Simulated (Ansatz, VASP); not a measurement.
# BeH2 in two plane-wave programs, part 3 of 3

Wanted: the spread between two codes on one cell, functional and k mesh. The cell is generated by rule, not measured, and may not be a known phase. The cell is taken from a series of VASP runs on this material, whose earlier steps may have relaxed, scaled or displaced it; both programs get it as it stands.

VASP 6.6.1 and Ansatz 0.2.0.

So far: Set-up; Ansatz: zone-centre phonons, PBEsol; VASP: zone-centre phonons, PBEsol.

## (3) VASP: zone-centre phonons, PBEsol (continued)

Level of this step: PBEsol; plane waves and PAW (Be, H); invented cell (VASP).

Numbers of over 12 decimals in the logs are rounded to 6 here.

From OUTCAR (step 3):

```text
ion  position               nearest neighbor table
   1  0.000  0.000  0.000-
   2  0.333  0.667  0.160-
   3  0.667  0.333  0.840-

  LATTYP: Found a hexagonal cell.
 ALAT       =     2.6162989530
 C/A-ratio  =     1.9249329264

 Subroutine GETGRP returns: Found 12 space group operations
 (whereof 12 operations were pure point group operations)

The static configuration has the point symmetry D_3d.

 Found    266 irreducible k-points:

   k-points           NKPTS =    266   k-points in BZ     NKDIM =    266   number of bands    NBANDS=      8

   dimension x,y,z NGX =    18 NGY =   18 NGZ =   36
   dimension x,y,z NGXF=    36 NGYF=   36 NGZF=   72

   ENCUT  =  400.0 eV  29.40 Ry    5.42 a.u.   4.27  4.27  8.21*2*pi/ulx,y,z

   NELECT =       4.0000    total number of electrons

 k-points in reciprocal lattice and weights: Automatic mesh
   0.00000000  0.00000000  0.00000000       0.000
   0.05555556 -0.00000000  0.00000000       0.002
   0.11111111 -0.00000000  0.00000000       0.002
   0.16666667  0.00000000  0.00000000       0.002
   0.22222222 -0.00000000  0.00000000       0.002
   0.27777778  0.00000000  0.00000000       0.002
   0.33333333 -0.00000000  0.00000000       0.002
   0.38888889  0.00000000  0.00000000       0.002
   0.44444444 -0.00000000  0.00000000       0.002
[...]
0.33333333  0.27777778  0.50000000       0.005
   0.33333333  0.33333333  0.50000000       0.001

 average (electrostatic) potential at core
       1 -40.6256       2 -35.7430       3 -35.7430

  Total       -2.9751164     -2.9751164     -0.1462759     -0.0000000      0.0000000     -0.0000000
  in kB     -159.6637077   -159.6637077     -7.8500991     -0.0000000      0.0000000     -0.0000000
  external PRESSURE =    -109.0591715 kB  Pullay stress =       0.0000000 kB

  energy-cutoff  :      400.00
  volume of cell :       29.85
      direct lattice vectors                 reciprocal lattice vectors
     2.616298953  0.000000000  0.000000000     0.382219317  0.220674426  0.000000000
    -1.308149476  2.265781357  0.000000000     0.000000000  0.441348852  0.000000000
     0.000000000  0.000000000  5.036200000     0.000000000  0.000000000  0.198562408

 POSITION                                       TOTAL-FORCE (eV/Angst)
 -----------------------------------------------------------------------------------
      0.00000      0.00000      0.00000         0.000000      0.000000      0.000000
     -0.00000      1.51052      0.80395        -0.000000     -0.000000     -0.002254
      1.30815      0.75526      4.23225         0.000000      0.000000      0.002254
 -----------------------------------------------------------------------------------
    total drift:                               -0.000000      0.000000     -0.000000

 MACROSCOPIC STATIC DIELECTRIC TENSOR (including local field effects in DFT)
 ------------------------------------------------------
           5.089141     0.000000     0.000000
           0.000000     5.089141    -0.000000
           0.000000    -0.000000     2.234111
 ------------------------------------------------------

 PIEZOELECTRIC TENSOR (including local field effects)  for field in x, y, z        (C/m^2)
          XX          YY          ZZ          XY          YZ          ZX
  --------------------------------------------------------------------------------
  x     0.00000     0.00000     0.00000     0.00000     0.00000     0.00000
  y     0.00000     0.00000     0.00000     0.00000     0.00000     0.00000
  z     0.00000     0.00000     0.00000     0.00000     0.00000     0.00000

 BORN EFFECTIVE CHARGES (including local field effects) (in |e|, cummulative output)
 ---------------------------------------------------------------------------------
 ion    1
    1     2.38353     0.00000     0.00000
    2     0.00000     2.38353     0.00000
    3    -0.00000     0.00000     0.46762
 ion    2
    1    -1.19176    -0.00000     0.00000
    2    -0.00000    -1.19176     0.00000
    3     0.00000     0.00000    -0.23381
 ion    3
    1    -1.19176    -0.00000     0.00000
    2    -0.00000    -1.19176     0.00000
    3    -0.00000     0.00000    -0.23381

 Eigenvectors and eigenvalues of the dynamical matrix
 ----------------------------------------------------

   1 f  =   34.835047 THz   218.875058 2PiTHz 1161.972107 cm-1   144.066115 meV
             X         Y         Z           dx          dy          dz
      0.000000  0.000000  0.000000     0.000000    0.000000   -0.000000
     -0.000000  1.510521  0.803949     0.000000    0.000000   -0.707107
      1.308149  0.755260  4.232251    -0.000000   -0.000000    0.707107

   2 f  =   34.706800 THz   218.069256 2PiTHz 1157.694235 cm-1   143.535727 meV
             X         Y         Z           dx          dy          dz
      0.000000  0.000000  0.000000    -0.000000   -0.000000   -0.000000
     -0.000000  1.510521  0.803949    -0.582988   -0.400156   -0.000000
      1.308149  0.755260  4.232251     0.582988    0.400156    0.000000

   3 f  =   34.706800 THz   218.069256 2PiTHz 1157.694234 cm-1   143.535727 meV
             X         Y         Z           dx          dy          dz
      0.000000  0.000000  0.000000     0.000000    0.000000   -0.000000
     -0.000000  1.510521  0.803949     0.400156   -0.582988   -0.000000
      1.308149  0.755260  4.232251    -0.400156    0.582988    0.000000

   4 f  =   32.582163 THz   204.719769 2PiTHz 1086.823980 cm-1   134.748939 meV
             X         Y         Z           dx          dy          dz
      0.000000  0.000000  0.000000     0.000000   -0.000000    0.426325
     -0.000000  1.510521  0.803949    -0.000000   -0.000000   -0.639628
      1.308149  0.755260  4.232251     0.000000    0.000000   -0.639628

   5 f  =   12.543977 THz    78.816133 2PiTHz  418.422040 cm-1    51.877698 meV
             X         Y         Z           dx          dy          dz
      0.000000  0.000000  0.000000    -0.350624   -0.240664    0.000000
     -0.000000  1.510521  0.803949     0.527642    0.362168    0.000000
      1.308149  0.755260  4.232251     0.527642    0.362168    0.000000

   6 f  =   12.543977 THz    78.816133 2PiTHz  418.422040 cm-1    51.877698 meV
             X         Y         Z           dx          dy          dz
      0.000000  0.000000  0.000000    -0.240664    0.350624   -0.000000
     -0.000000  1.510521  0.803949     0.362168   -0.527642   -0.000000
      1.308149  0.755260  4.232251     0.362168   -0.527642   -0.000000

   7 f/i=    0.006306 THz     0.039624 2PiTHz    0.210359 cm-1     0.026081 meV
             X         Y         Z           dx          dy          dz
      0.000000  0.000000  0.000000    -0.000000    0.000000    0.904570
     -0.000000  1.510521  0.803949    -0.000000    0.000000    0.301457
      1.308149  0.755260  4.232251    -0.000000    0.000000    0.301457

   8 f/i=    0.012164 THz     0.076426 2PiTHz    0.405735 cm-1     0.050305 meV
             X         Y         Z           dx          dy          dz
      0.000000  0.000000  0.000000    -0.891038    0.158731   -0.000000
     -0.000000  1.510521  0.803949    -0.296052    0.052739   -0.000000
      1.308149  0.755260  4.232251    -0.296052    0.052739   -0.000000

   9 f/i=    0.012164 THz     0.076426 2PiTHz    0.405735 cm-1     0.050305 meV
             X         Y         Z           dx          dy          dz
      0.000000  0.000000  0.000000    -0.158731   -0.891038    0.000000
     -0.000000  1.510521  0.803949    -0.052739   -0.296052    0.000000
      1.308149  0.755260  4.232251    -0.052739   -0.296052    0.000000

 MACROSCOPIC STATIC DIELECTRIC TENSOR IONIC CONTRIBUTION
 ------------------------------------------------------
          32.756299     0.000000     0.000000
           0.000000    32.756299     0.000000
           0.000000     0.000000     0.186326
 ------------------------------------------------------

 ELASTIC MODULI CONTR FROM IONIC RELAXATION (kBar)
 Direction    XX          YY          ZZ          XY          YZ          ZX
 --------------------------------------------------------------------------------
 XX        -131.8189      5.9070   -149.1582     -0.0000   -153.6504     -0.0000
 YY           5.9070   -131.8189   -149.1582     -0.0000    153.6504      0.0000
 ZZ        -149.1582   -149.1582   -353.3925     -0.0000      0.0000      0.0000
 XY          -0.0000     -0.0000     -0.0000    -68.8629      0.0000   -153.7112
 YZ        -153.6504    153.6504      0.0000      0.0000   -342.8322     -0.0000
 ZX          -0.0000      0.0000      0.0000   -153.7112     -0.0000   -343.1037
 --------------------------------------------------------------------------------

 PIEZOELECTRIC TENSOR IONIC CONTR  for field in x, y, z        (C/m^2)
          XX          YY          ZZ          XY          YZ          ZX
  --------------------------------------------------------------------------------
  x     0.00000     0.00000     0.00000     0.00000    -0.00000     0.00000
  y    -0.00000     0.00000    -0.00000     0.00000    -0.00000     0.00000
  z     0.00000     0.00000     0.00000    -0.00000    -0.00000    -0.00000
```

Energies printed during the response cycles are not total energies of the cell.

## (4) Differences

Known differences besides the potentials themselves: the cutoff is 420 eV in Ansatz and 400 eV in VASP; Ansatz makes its cores anew for this functional, VASP keeps those of its PBE data sets; VASP leaves aspherical gradient terms in its spheres out (LASPH is not set), Ansatz keeps them. Total energies have different zeros and are not compared.

Both answers:

| quantity | Ansatz | VASP | difference |
| --- | --- | --- | --- |
| ε∞ xx | 5.09 | 5.09 | -0.02 % |
| ε∞ yy | 5.09 | 5.09 | -0.02 % |
| ε∞ zz | 2.23 | 2.23 | -0.01 % |
| Born charge of Be1 (mean of the diagonal) (e) | 1.75 | 1.74 | +0.01 |
| Born charge of H2 (mean of the diagonal) (e) | -0.88 | -0.87 | 0.00 |
| optical mode 1 to 2 (cm⁻¹) | 394.9 | 418.4 | -5.62 % |
| optical mode 3 (cm⁻¹) | 1084.1 | 1086.8 | -0.25 % |
| optical mode 4 to 5 (cm⁻¹) | 1150.1 | 1157.7 | -0.65 % |
| optical mode 6 (cm⁻¹) | 1160.1 | 1162.0 | -0.16 % |

Modes are paired by rising frequency and degeneracy, not by their patterns, so a pair may still set unlike modes beside each other.

## (5) Further runs

Further runs change the set-up of one program: Ansatz's method, potentials or start, or VASP's data sets, cutoff or form of LDA. The table gives Ansatz less VASP for each quantity, since a change that brings one quantity closer may part another.

| run | ε∞ xx (%) | ε∞ yy (%) | ε∞ zz (%) | optical mode 1 to 2 (%) | optical mode 3 (%) | optical mode 4 to 5 (%) |
| --- | --- | --- | --- | --- | --- | --- |
| as above | -0.018 | -0.018 | -0.014 | -5.6 | -0.25 | -0.65 |
| cores kept as stored | -0.087 | -0.087 | -0.014 | -5.0 | -0.23 | -0.60 |
| Ansatz's larger PAW set (cutoff 1007 eV) | 0.15 | 0.15 | -4.5e-4 | -6.1 | -0.28 | -0.67 |
| norm-conserving potentials (cutoff 1197 eV) | 0.076 | 0.076 | -0.032 | -4.7 | -0.23 | -0.49 |

## (6) What came out

```json
{
  "r.m.s. difference of the optical zone-centre modes, each program's sorted by frequency (zone-centre phonons, PBEsol)": "14 cm⁻¹",
  "difference in optical mode 1 to 2 (zone-centre phonons, PBEsol)": "-5.6 %"
}
```

The r.m.s. difference of the optical zone-centre modes, each program's sorted by frequency is 14 cm⁻¹ (zone-centre phonons, PBEsol). Among the rows given in per cent, the largest difference of the zone-centre phonons, PBEsol pair is in optical mode 1 to 2, -5.6 %. Zone-centre phonons, PBEsol, cores kept as stored: the difference in ε∞ xx goes from -0.018 to -0.087 %; the difference in ε∞ yy goes from -0.018 to -0.087 %. Zone-centre phonons, PBEsol, Ansatz's larger PAW set (cutoff 1007 eV): the difference in ε∞ xx goes from -0.018 to 0.15 %; the difference in ε∞ yy goes from -0.018 to 0.15 %; the difference in ε∞ zz goes from -0.014 to -4.5e-4 %. Zone-centre phonons, PBEsol, norm-conserving potentials (cutoff 1197 eV): the difference in ε∞ xx goes from -0.018 to 0.076 %; the difference in ε∞ yy goes from -0.018 to 0.076 %; the difference in ε∞ zz goes from -0.014 to -0.032 %. Such differences can come from data sets, numerical settings and the points named under the comparisons, not from the functional's error against experiment.

[Lines on the potential files, build, host, timing and source positions are cut from VASP's logs without a mark.]

[Logs are printed without paths, hosts, clocks, repeated set-up lines and the standing remarks that a program may print on its own settings, such as how far it seeks lower states.]

[Hosts, paths, dates, database ids (printed as entryN), source tags and the programs' standing remarks are cut or masked in the printed files.]
